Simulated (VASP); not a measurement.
**Bi2Se3 (Paraguanajuatite): input slips in a band-gap run and what they do**

Aim: see how common mistakes in a band-structure run show up, on Bi2Se3 (Paraguanajuatite). The starting structure is a measured crystal structure from the Crystallography Open Database. The atoms were first relaxed with LDA in that cell, in a run that isn't shown, and the relaxed structure is the one below.

Program: VASP 6.6.1. Level of theory: Kohn-Sham DFT with plane waves and PAW; LDA. Results are calculated unless marked as measured.

### Step 1. The structure

It takes space group R-3m (No. 166, trigonal). Conventional cell: a = 4.143 Å, b = 4.143 Å, c = 28.636 Å, α = 90.00°, β = 90.00°, γ = 120.00°. Nearest to Bi lie 6 Se at 2.86 to 3.06 Å. Se has 3 Bi at 2.86 Å nearest. Nearest to Se lie 6 Bi at 3.06 Å. Farther neighbours and most contacts between anions are not listed.

### Step 2. Reference bands

Contents of INCAR:

```
SYSTEM = Bi2Se3
PREC = Accurate
ENCUT = 350
EDIFF = 1E-06
NELM = 100
ISMEAR = 0
SIGMA = 0.03
LREAL = .FALSE.
ALGO = Normal
GGA = CA
NBANDS = 39
LORBIT = 11
LWAVE = .FALSE.
LCHARG = .FALSE.
KPAR = 16
LASPH = .TRUE.
```

Contents of POSCAR:

```
Bi2Se3
1.0
   -4.1430000000      0.0000000000      0.0000000000
    2.0715000000     -3.5879432479      0.0000000000
    2.0715000000      1.1959810826      9.5453333333
Bi Se
2 3
Direct
    0.2001387802      0.6000693901      0.8002081703
    0.7998612198      0.3999306099      0.1997918297
    0.5753992533      0.7876996267      0.3630988800
    0.4246007467      0.2123003733      0.6369011200
    0.0000000000      0.0000000000      0.0000000000
```

Contents of KPOINTS:

```
Automatic mesh
0
Gamma
6 6 6
0 0 0
```

Contents of KPOINTS_OPT:

```
Line mode
8
Line-mode
Reciprocal
  0.00000000   0.00000000   0.00000000 GAMMA
  0.00000000  -0.50000000   0.00000000 L

  0.00000000  -0.50000000   0.00000000 L
 -0.35426507  -0.32286747   0.17713253 B1

 -0.32286747  -0.32286747  -0.17713253 B
  0.00000000   0.00000000  -0.50000000 Z

  0.00000000   0.00000000  -0.50000000 Z
  0.00000000   0.00000000   0.00000000 GAMMA

  0.00000000   0.00000000   0.00000000 GAMMA
 -0.33856627  -0.33856627   0.33856627 X

 -0.33856627  -0.32286747   0.00000000 Q
 -0.50000000   0.00000000   0.00000000 F

 -0.50000000   0.00000000   0.00000000 F
 -0.48430120   0.00000000  -0.17713253 P1

 -0.48430120   0.00000000  -0.17713253 P1
  0.00000000   0.00000000  -0.50000000 Z

  0.00000000  -0.50000000   0.00000000 L
  0.00000000  -0.48430120  -0.33856627 P
```

The projector-augmented-wave data sets are Bi_d and Se (LDA family, release 64).

On the command line:

```sh
mpirun -np 16 vasp_std
```

What it wrote:

```text
[banner, memory and clock lines left out]
running   16 mpi-ranks, on    1 nodes
 distrk:  each k-point on    1 cores,   16 groups
 distr:  one band on    1 cores,    1 groups

 POSCAR found type information on POSCAR BiSe
 POSCAR found :  2 types and       5 ions
|                                                                             |
|           W    W    AA    RRRRR   N    N  II  N    N   GGGG   !!!           |
|           W    W   A  A   R    R  NN   N  II  NN   N  G    G  !!!           |
|           W    W  A    A  R    R  N N  N  II  N N  N  G       !!!           |
|           W WW W  AAAAAA  RRRRR   N  N N  II  N  N N  G  GGG   !            |
|           WW  WW  A    A  R   R   N   NN  II  N   NN  G    G                |
|           W    W  A    A  R    R  N    N  II  N    N   GGGG   !!!           |
|                                                                             |
|     For optimal performance we recommend to set                             |
|       NCORE = 2 up to number-of-cores-per-socket                            |
|     NCORE specifies how many cores store one orbital (NPAR=cpu/NCORE).      |
|     This setting can greatly improve the performance of VASP for DFT.       |
|     The default, NCORE=1 might be grossly inefficient on modern             |
|     multi-core architectures or massively parallel machines. Do your        |
|     Unfortunately you need to use the default for GW and RPA                |
|     calculations (for HF NCORE is supported but not extensively tested      |
|     yet).                                                                   |
|                                                                             |

 LDA part: xc-table for (Slater(with rela. corr.)+CA(PZ))
 , standard interpolation
 POSCAR, INCAR and KPOINTS ok, starting setup
 FFT: planning ... GRIDC
 FFT: planning ... GRID_SOFT
 FFT: planning ... GRID
 WAVECAR not read
 entering main loop
       N       E                     dE             d eps       ncg     rms          rms(c)
DAV:   1     0.405498960470E+03    0.40550E+03   -0.17780E+04  2496   0.966E+02
DAV:   2     0.224009792576E+02   -0.38310E+03   -0.36130E+03  2612   0.299E+02
DAV:   3    -0.224616014763E+02   -0.44863E+02   -0.43439E+02  3082   0.117E+02
DAV:   4    -0.241368586340E+02   -0.16753E+01   -0.16690E+01  2955   0.252E+01
DAV:   5    -0.241972217396E+02   -0.60363E-01   -0.60357E-01  3522   0.438E+00    0.527E+00
DAV:   6    -0.234141983959E+02    0.78302E+00   -0.72795E-01  3550   0.596E+00    0.329E+00
DAV:   7    -0.234021446631E+02    0.12054E-01   -0.26905E-01  2862   0.195E+00    0.176E+00
DAV:   8    -0.233973346671E+02    0.48100E-02   -0.36624E-02  2969   0.899E-01    0.486E-01
DAV:   9    -0.233965700368E+02    0.76463E-03   -0.23404E-03  3271   0.270E-01    0.107E-01
DAV:  10    -0.233965686485E+02    0.13884E-05   -0.39205E-04  2956   0.954E-02    0.483E-02
DAV:  11    -0.233965717383E+02   -0.30899E-05   -0.49489E-05  3146   0.422E-02    0.218E-02
DAV:  12    -0.233965748250E+02   -0.30866E-05   -0.18966E-05  2661   0.172E-02    0.685E-03
DAV:  13    -0.233965746254E+02    0.19960E-06   -0.12782E-06  2050   0.698E-03
   1 F= -.23396575E+02 E0= -.23396567E+02  d E =-.156615E-04
 Start KPOINTS_OPT (optional k-point list driver)
k-point batch [1-32\72]
       N       E                     dE             ncg
DAV:   1     0.121856649193E+04   -0.19598E+05     2496
DAV:   2    -0.109427461206E+05   -0.12161E+05     2604
DAV:   3    -0.123717432876E+05   -0.14290E+04     3067
DAV:   4    -0.124253242322E+05   -0.53581E+02     2948
DAV:   5    -0.124272494658E+05   -0.19252E+01     3557
DAV:   6    -0.124272866635E+05   -0.37198E-01     3323
DAV:   7    -0.124272874462E+05   -0.78268E-03     3581
DAV:   8    -0.124272874578E+05   -0.11595E-04     3084
DAV:   9    -0.124272874581E+05   -0.30388E-06     1910
[...]
k-point batch [65-72\72]
       N       E                     dE             ncg
DAV:   1     0.240989379802E+05   -0.93603E+04      624
DAV:   2     0.211116387351E+05   -0.29873E+04      664
DAV:   3     0.207774488585E+05   -0.33419E+03      751
DAV:   4     0.207659360168E+05   -0.11513E+02      744
DAV:   5     0.207654551466E+05   -0.48087E+00      914
DAV:   6     0.207654481985E+05   -0.69481E-02      824
DAV:   7     0.207654480163E+05   -0.18219E-03      921
DAV:   8     0.207654480135E+05   -0.27827E-05      736
DAV:   9     0.207654480134E+05   -0.10638E-06      473
```

Run time: 20 s. Hardware: 16 MPI ranks of Intel Xeon 6975P-C (Granite Rapids), shared host; peak memory 4.4 GiB.

Lines that name or quote the potential files are left out of all logs, and their timing lines are given in words.

From OUTCAR (step 2):

```text
ion  position               nearest neighbor table
   1  0.200  0.600  0.800-   4 2.86   4 2.86   4 2.86   5 3.06   5 3.06   5 3.06
   2  0.800  0.400  0.200-   3 2.86   3 2.86   3 2.86   5 3.06   5 3.06   5 3.06
   3  0.575  0.788  0.363-   2 2.86   2 2.86   2 2.86
   4  0.425  0.212  0.637-   1 2.86   1 2.86   1 2.86
   5  0.000  0.000  0.000-   1 3.06   2 3.06   2 3.06   1 3.06   2 3.06   1 3.06

  LATTYP: Found a trigonal (rhomboedric) cell.
 ALAT       =     9.8404710987
 COS(alpha) =     0.9113725833

 Subroutine GETGRP returns: Found 12 space group operations
 (whereof 12 operations were pure point group operations)

The static configuration has the point symmetry D_3d.

 Found     32 irreducible k-points:

   k-points           NKPTS =     32   k-points in BZ     NKDIM =     32   number of bands    NBANDS=     39

   dimension x,y,z NGX =    28 NGY =   28 NGZ =   60
   dimension x,y,z NGXF=    56 NGYF=   56 NGZF=  120

   ENCUT  =  350.0 eV  25.72 Ry    5.07 a.u.   6.32  6.32 15.01*2*pi/ulx,y,z

   NELECT =      48.0000    total number of electrons

 k-points in reciprocal lattice and weights: Automatic mesh
   0.00000000  0.00000000  0.00000000       0.005
   0.16666667  0.00000000 -0.00000000       0.028
   0.33333333 -0.00000000 -0.00000000       0.028
   0.50000000 -0.00000000 -0.00000000       0.014
   0.00000000  0.16666667 -0.00000000       0.028
   0.16666667  0.16666667 -0.00000000       0.056
   0.33333333  0.16666667 -0.00000000       0.056
   0.00000000  0.33333333 -0.00000000       0.028
   0.16666667  0.33333333 -0.00000000       0.056
[...]
0.16666667  0.16666667  0.33333333       0.028
   0.00000000  0.00000000  0.50000000       0.005

 average (electrostatic) potential at core
       1-106.3662       2-106.3662       3 -59.3693       4 -59.3693       5 -59.2545

 E-fermi :   4.8739

 k-point     1 :       0.0000    0.0000    0.0000
  band No.  band energies     occupation
    ...
     20       3.0172      2.00000
     21       3.0172      2.00000
     22       3.6317      2.00000
     23       3.6317      2.00000
     24       4.8284      1.96815
     25       4.9195      0.03185
     26       6.1540      0.00000
     27       6.1540      0.00000
     28       6.8835      0.00000
     29       7.5096      0.00000
    ...

 k-point     2 :       0.1667    0.0000   -0.0000
  band No.  band energies     occupation
    ...
     20       2.9913      2.00000
     21       3.1915      2.00000
     22       3.4728      2.00000
     23       3.9589      2.00000
     24       4.2227      2.00000
     25       6.0259      0.00000
     26       6.4234      0.00000
     27       6.7105      0.00000
     28       7.1019      0.00000
     29       7.7286      0.00000
    ...

 k-point     3 :       0.3333   -0.0000   -0.0000
  band No.  band energies     occupation
    ...
     20       2.4861      2.00000
     21       2.5884      2.00000
     22       3.1916      2.00000
     23       3.3028      2.00000
     24       3.5183      2.00000
     25       6.3830      0.00000
     26       7.2570      0.00000
     27       7.6036      0.00000
     28       7.7021      0.00000
     29       8.1566      0.00000
    ...

  Total       -1.6264009     -1.6264009     -1.5269681      0.0000000      0.0000000      0.0000000
  in kB      -18.3648168    -18.3648168    -17.2420514      0.0000000      0.0000000      0.0000000
  external PRESSURE =     -17.9905617 kB  Pullay stress =       0.0000000 kB

  energy-cutoff  :      350.00
  volume of cell :      141.89
      direct lattice vectors                 reciprocal lattice vectors
    -4.143000000  0.000000000  0.000000000    -0.241370987 -0.139355604  0.069842157
     2.071500000 -3.587943248  0.000000000     0.000000000 -0.278711209  0.034921078
     2.071500000  1.195981083  9.545333333     0.000000000  0.000000000  0.104763235

 POSITION                                       TOTAL-FORCE (eV/Angst)
 -----------------------------------------------------------------------------------
      2.07150     -1.19598      7.63825        -0.000000     -0.000000      0.006096
     -2.07150     -1.19598      1.90708         0.000000      0.000000     -0.006096
      0.00000     -2.39196      3.46590         0.000000     -0.000000      0.002950
     -0.00000      0.00000      6.07943        -0.000000      0.000000     -0.002950
      0.00000      0.00000      0.00000        -0.000000      0.000000      0.000000
 -----------------------------------------------------------------------------------
    total drift:                                0.000000      0.000000      0.000000

  FREE ENERGIE OF THE ION-ELECTRON SYSTEM (eV)
  ---------------------------------------------------
  free  energy   TOTEN  =       -23.3965746254 eV

  energy  without entropy=      -23.3965589639  energy(sigma->0) =      -23.39656679

 total charge
# of ion       s       p       d       tot
------------------------------------------
    1        1.618   1.088   9.958  12.664
    2        1.618   1.088   9.958  12.664
    3        1.496   2.252   0.023   3.771
    4        1.496   2.252   0.023   3.771
    5        1.479   2.315   0.022   3.815
--------------------------------------------------
tot          7.707   8.996  19.983  36.685

[... 3 further parts left out ...]
```

Spin-orbit coupling is off here; with elements this heavy it can split and shift levels by tenths of an eV, and by up to about 1 eV where a band edge is a 6p state.

The reference gap is 0.091 eV.

### Step 3. Bands with a fixed density without a density file

A slip made on purpose: a fixed density without a density file. Against step 2 the input has ICHARG = 11 (also changed: NELM).

Edit INCAR of step 2 so:

```diff
@@ -4,3 +4,3 @@
 EDIFF = 1E-06
-NELM = 100
+NELM = 60
 ISMEAR = 0
@@ -16 +16,2 @@
 LASPH = .TRUE.
+ICHARG = 11
```

POSCAR is that of step 2.

KPOINTS is that of step 2.

KPOINTS_OPT is that of step 2.

On the command line:

```sh
mpirun -np 16 vasp_std
```

What it wrote:

```text
[banner, memory and clock lines left out]
running   16 mpi-ranks, on    1 nodes
[...]
|                                                                             |
|           W    W    AA    RRRRR   N    N  II  N    N   GGGG   !!!           |
|           W    W   A  A   R    R  NN   N  II  NN   N  G    G  !!!           |
|           W    W  A    A  R    R  N N  N  II  N N  N  G       !!!           |
|           W WW W  AAAAAA  RRRRR   N  N N  II  N  N N  G  GGG   !            |
|           WW  WW  A    A  R   R   N   NN  II  N   NN  G    G                |
|           W    W  A    A  R    R  N    N  II  N    N   GGGG   !!!           |
|                                                                             |
|     For optimal performance we recommend to set                             |
|       NCORE = 2 up to number-of-cores-per-socket                            |
|     NCORE specifies how many cores store one orbital (NPAR=cpu/NCORE).      |
|     This setting can greatly improve the performance of VASP for DFT.       |
[...]
LDA part: xc-table for (Slater(with rela. corr.)+CA(PZ))
 , standard interpolation
 POSCAR, INCAR and KPOINTS ok, starting setup
[...]
WARNING: CHGCAR is incomplete
|                                                                             |
|     EEEEEEE  RRRRRR   RRRRRR   OOOOOOO  RRRRRR      ###     ###     ###     |
|     E        R     R  R     R  O     O  R     R     ###     ###     ###     |
|     E        R     R  R     R  O     O  R     R     ###     ###     ###     |
|     EEEEE    RRRRRR   RRRRRR   O     O  RRRRRR       #       #       #      |
|     E        R   R    R   R    O     O  R   R                               |
|     E        R    R   R    R   O     O  R    R      ###     ###     ###     |
|     EEEEEEE  R     R  R     R  OOOOOOO  R     R     ###     ###     ###     |
|                                                                             |
|     ERROR: charge density could not be read from file CHGCAR for            |
|     ICHARG>10                                                               |
|                                                                             |
|       ---->  I REFUSE TO CONTINUE WITH THIS SICK JOB ... BYE!!! <----       |
|                                                                             |

1
1
1
1
1
1
1
1
1
1
1
1
1
1
1
1
```

Elapsed: 9.2 s, on 16 MPI ranks.

VASP stopped with this message: “ERROR: charge density could not be read from file CHGCAR for ICHARG>10”.

### Step 4. Bands with one electron missing

A slip made on purpose: one electron missing. Against step 2 the input has NELECT = 47 (also changed: NELM).

Edit INCAR of step 3 so:

```diff
@@ -16,2 +16,2 @@
 LASPH = .TRUE.
-ICHARG = 11
+NELECT = 47
```

POSCAR is that of step 3.

KPOINTS is that of step 3.

KPOINTS_OPT is that of step 3.

On the command line:

```sh
mpirun -np 16 vasp_std
```

What it wrote:

```text
[banner, memory and clock lines left out]
running   16 mpi-ranks, on    1 nodes
[...]
[... a notice as in an earlier step ...]

 LDA part: xc-table for (Slater(with rela. corr.)+CA(PZ))
 , standard interpolation
 POSCAR, INCAR and KPOINTS ok, starting setup
[...]
entering main loop
       N       E                     dE             d eps       ncg     rms          rms(c)
DAV:   1     0.390889155953E+03    0.39089E+03   -0.17271E+04  2496   0.930E+02
DAV:   2     0.166202984606E+02   -0.37427E+03   -0.35361E+03  2612   0.294E+02
DAV:   3    -0.264773401688E+02   -0.43098E+02   -0.42009E+02  3082   0.114E+02
DAV:   4    -0.280791186005E+02   -0.16018E+01   -0.15877E+01  2955   0.246E+01
DAV:   5    -0.281369198071E+02   -0.57801E-01   -0.57795E-01  3522   0.427E+00BRMIX: very serious problems
 the old and the new charge density differ
 old charge density:    48.00000 new   47.00000
BRMIX: very serious problems
 the old and the new charge density differ
 old charge density:    48.00000 new   47.00000
BRMIX: very serious problems
[...]
1 F= -.27657040E+02 E0= -.27656238E+02  d E =-.160497E-02
 Start KPOINTS_OPT (optional k-point list driver)
k-point batch [1-32\72]
       N       E                     dE             ncg
DAV:   1     0.540306824836E+03   -0.19604E+05     2496
DAV:   2    -0.112644501212E+05   -0.11805E+05     2605
DAV:   3    -0.126382596859E+05   -0.13738E+04     3039
DAV:   4    -0.126889809486E+05   -0.50721E+02     2932
DAV:   5    -0.126908414395E+05   -0.18605E+01     3573
DAV:   6    -0.126908771631E+05   -0.35724E-01     3298
DAV:   7    -0.126908779005E+05   -0.73739E-03     3576
DAV:   8    -0.126908779116E+05   -0.11162E-04     3090
DAV:   9    -0.126908779119E+05   -0.26877E-06     1894
[...]
k-point batch [65-72\72]
       N       E                     dE             ncg
DAV:   1     0.231356426439E+05   -0.92080E+04      624
DAV:   2     0.202382149416E+05   -0.28974E+04      664
DAV:   3     0.199146327692E+05   -0.32358E+03      743
DAV:   4     0.199035376293E+05   -0.11095E+02      744
DAV:   5     0.199030851532E+05   -0.45248E+00      937
DAV:   6     0.199030783850E+05   -0.67683E-02      808
DAV:   7     0.199030782142E+05   -0.17078E-03      944
DAV:   8     0.199030782116E+05   -0.25660E-05      720
DAV:   9     0.199030782115E+05   -0.86340E-07      480
```

Run time: 19 s. Hardware: 16 MPI ranks; peak memory 4.4 GiB.

OUTCAR, selected parts (step 4):

```text
  Total      -13.2115854    -13.2115854    -13.7639178      0.0000000      0.0000000      0.0000000
  in kB     -149.1811398   -149.1811398   -155.4179072      0.0000000      0.0000000      0.0000000
  external PRESSURE =    -151.2600623 kB  Pullay stress =       0.0000000 kB

 POSITION                                       TOTAL-FORCE (eV/Angst)
 -----------------------------------------------------------------------------------
      2.07150     -1.19598      7.63825        -0.000000      0.000000     -0.088208
     -2.07150     -1.19598      1.90708         0.000000     -0.000000      0.088208
      0.00000     -2.39196      3.46590         0.000000     -0.000000      0.097316
     -0.00000      0.00000      6.07943        -0.000000      0.000000     -0.097316
      0.00000      0.00000      0.00000        -0.000000      0.000000     -0.000000
 -----------------------------------------------------------------------------------
    total drift:                                0.000000      0.000000      0.000000

  FREE ENERGIE OF THE ION-ELECTRON SYSTEM (eV)
  ---------------------------------------------------
  free  energy   TOTEN  =       -27.6570404871 eV

  energy  without entropy=      -27.6554355132  energy(sigma->0) =      -27.65623800

[... 2 parts as in an earlier step ...]

[... 1 further part left out ...]
[key lines of the parts left out:]
E-fermi :   4.0837
```

With one electron missing there is no gap to read, since by its occupations the run counts as a metal (its levels may still leave one).

(Continued in part 2 of 2.)

[Lines on the potential files, build, host, timing and source positions are cut from VASP's logs without a mark.]

[Logs are printed without paths, hosts, clocks, repeated set-up lines and the standing remarks that a program may print on its own settings, such as how far it seeks lower states.]

[Hosts, paths, dates, database ids (printed as entryN), source tags and the programs' standing remarks are cut or masked in the printed files.]
